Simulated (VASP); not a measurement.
Input:

```
CELL_PARAMETERS angstrom
      1.30683    -2.26350     0.00000
      1.30683     2.26350     0.00000
      0.00000     0.00000     4.73797
ATOMIC_POSITIONS crystal
  Zn 0.33333 0.66667 0.25000
  Zn 0.66667 0.33333 0.75000
```

Method: SCAN meta-GGA, VASP's PBE PAW potentials (set 64) (plane waves; VASP). Run with 520 eV cut-off, 18×18×9 Γ-centred mesh, tetrahedra with Blöchl corrections, potentials Zn.

**Question.** Predict the energy per atom (σ→0), band gap (over mesh and band path) with the smallest direct gap where there is one.

**Answer.** 
```
Quantity                                                              Result
----------------------------------  ----------------------------------------
band gap (over mesh and band path)  none (metal, semimetal or under 0.01 eV)
energy per atom (σ→0)                                        -13.483 eV/atom
```

Total energies compare only between runs with the same potentials, cut-off and functional.

The compound is Zn in the hcp structure. It was relaxed first, which changed the volume by -8 %.
